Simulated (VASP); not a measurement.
Method: PBE GGA, VASP's PBE PAW potentials (set 64) (plane waves; VASP 6.6.1).

Input for VASP

File POSCAR:
```
BaTiO3
8.4492450
  0.4730961340   0.0000000000   0.0000000000
  0.0000000000   0.4730961340   0.0000000000
  0.0000000000   0.0000000000   0.4999999753
Ba Ti O
1 1 3
direct
  0.0000000000   0.0000000000   0.0107824600
  0.5000000000   0.5000000000   0.5297439004
  0.5000000000   0.5000000000   0.9595045255
  0.0000000000   0.5000000000   0.4819845570
  0.5000000000   0.0000000000   0.4819845570
```

File KPOINTS:
```
K-points
0
gamma
 10 10 10
```

### INCAR
```
# general
SYSTEM  = BaTiO3
PREC    = Accurate
ENCUT   = 520
LREAL   = .FALSE.
LASPH   = .TRUE.
NBANDS  = 72

# electronic loop
EDIFF   = 1E-7
NELM    = 100
ALGO    = Normal
LMAXMIX = 4

# smearing
ISMEAR  = 0
SIGMA   = 0.01

# functional
GGA     = PE

# output
LWAVE   = .FALSE.
LCHARG  = .FALSE.
NEDOS   = 1001

# other
LOPTICS = .TRUE.
CSHIFT  = 0.1
```

POTCAR, in this order: Ba_sv Ti_sv O (PBE.64 set). Program: vasp_std.

The dielectric response may not be converged in the k-mesh; for small gaps it tends to come out too large. Unless said otherwise, spin-orbit coupling is left out, though it shifts the bands of the heavy elements here.

**Question.** Estimate the energy per atom (σ→0), band gap (on the k-mesh).

**Answer.** 
| Quantity | Value |
|---|---|
| energy per atom (σ→0) | -8.009 eV/atom |
| band gap (on the k-mesh) | 1.77 eV |

### OSZICAR
```
...
DAV:  12    -0.400447148970E+02    0.74233E-04   -0.33702E-04 24192   0.862E-02    0.562E-02
DAV:  13    -0.400448103903E+02   -0.95493E-04   -0.13321E-04 21224   0.413E-02    0.132E-02
DAV:  14    -0.400448130868E+02   -0.26964E-05   -0.11183E-05 22440   0.110E-02    0.545E-03
DAV:  15    -0.400448130747E+02    0.12060E-07   -0.12251E-06 21904   0.410E-03    0.267E-03
DAV:  16    -0.400448128903E+02    0.18443E-06   -0.18913E-07 21856   0.189E-03    0.747E-04
DAV:  17    -0.400448129457E+02   -0.55375E-07   -0.37225E-08 19544   0.727E-04
   1 F= -.40044813E+02 E0= -.40044813E+02  d E =-.268324E-76
 imaginary and real dielectric function
```

The compound is BaTiO3 in the tetragonal perovskite structure. It was relaxed first.
